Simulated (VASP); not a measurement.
## Mg3Cd (space group Pmm2): computed properties

Method: PBEsol GGA, VASP's PBE PAW potentials (set 64) (plane waves; VASP).

For Mg₃Cd, the space group comes out as Pmm2 (25) and the cell is a = 3.2152 Å, b = 5.0314 Å, c = 5.2677 Å, α = β = γ = 90.00°. The volume per atom comes out as 21.30 Å^3/atom and the band gap (over mesh and band path) is none (metal, semimetal or under 0.01 eV). The Hill bulk modulus is 43.9 GPa, the Hill shear modulus is 26.6 GPa and the Poisson's ratio is 0.248. The density is 3.61 g/cm³ and the optical Γ-point spectrum is 92, 100, 101, 131, 179, 191, 199, 261, 267 cm⁻¹.

```
CELL_PARAMETERS angstrom
      3.21524     0.00000     0.00000
      0.00000     5.03138     0.00000
      0.00000     0.00000     5.26769
ATOMIC_POSITIONS crystal
  Mg 0.00000 0.00000 0.67369
  Mg 0.00000 0.50000 0.32595
  Mg 0.50000 0.50000 0.83072
  Cd 0.50000 0.00000 0.16965
```

Finite-difference elastic constants of metals are sensitive to mesh and smearing; shear constants can be off by tens of GPa.

The structure comes from a computed database's Mg3Cd entry (Pmm2); how it stands against other phases isn't given here. It was relaxed first. Symmetry was kept, so distortions that lower it aren't found.
